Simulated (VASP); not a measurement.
Zr:

```
Zr
1.0
     3.23923    0.00000    0.00000
    -1.61962    2.80526    0.00000
     0.00000    0.00000    5.17222
Zr
2
Direct
  0.33333 0.66667 0.25000
  0.66667 0.33333 0.75000
```

| Property | Result |
| --- | --- |
| Program | VASP 6.6.1 |
| Task | relaxation of cell and atoms |
| Functional | RPBE |
| Potentials or basis | VASP PAW PBE potentials, release 64 (Zr_sv) |
| Cutoff | 600 eV |
| k mesh | 15 × 15 × 8 |
| Occupations | gaussian, width 0.1 eV |
| Spin | no spin polarisation |

At the start: pressure 1.8 GPa; volume 23.50 Å³/atom.

How do energy, volume and symmetry change on relaxing?

Over 8 steps the energy falls by 2.5 meV/atom and the volume is 23.95 Å³/atom (+1.9 %); space group P6_3/mmc (No. 194, to 0.05 Å).

The path:
```
step  energy change (eV)  largest force (eV/Å)  pressure (GPa)  volume (Å³)
   1              0.0000                0.0000            1.77        47.00
   2             -0.0004                0.0000           -1.60        48.79
   3             -0.0049                0.0000            0.00        47.90
   4             -0.0049                0.0000            0.03        47.88
   5             -0.0049                0.0000            0.03        47.89
   6             -0.0049                0.0000            0.03        47.89
   7             -0.0049                0.0000           -0.03        47.92
   8             -0.0049                0.0000            0.00        47.91
```

Final structure:
```
Zr
1.0
     3.26046    0.00000    0.00000
    -1.63023    2.82364    0.00000
     0.00000    0.00000    5.20347
Zr
2
Direct
  0.33333 0.66667 0.25000
  0.66667 0.33333 0.75000
```

Caveat: the PAW data sets were made with another functional, which shifts forces and pressure a little.
